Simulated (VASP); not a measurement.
Energy against volume of KF (rock salt). Calculation: RPBE GGA, VASP's PBE PAW potentials (set 64) (plane waves; VASP). Settings: 520 eV cut-off, 8×8×8 Γ-centred mesh, Gaussian smearing of 0.050 eV, potentials K_sv F.

```
V (Å³/atom)  E (eV/atom)
-----------  -----------
21.043          -3.95856
21.693          -3.96097
22.344          -3.96051
22.995          -3.95754
```

Question: Fit these four points and predict the energy of the run at 20.392 Å³/atom.

Answer: A cubic in V^(−2/3), the third-order Birch-Murnaghan form, passes through the four points with V0 = 21.90 Å³/atom and B0 = 23 GPa, and gives -3.9528 eV/atom there. The run gave -3.9527 eV/atom, +0.1 meV/atom from the fit; all five points give B0 = 23 GPa.

The compound is KF in the rock salt structure. It was relaxed first, which changed the volume by +14 %.
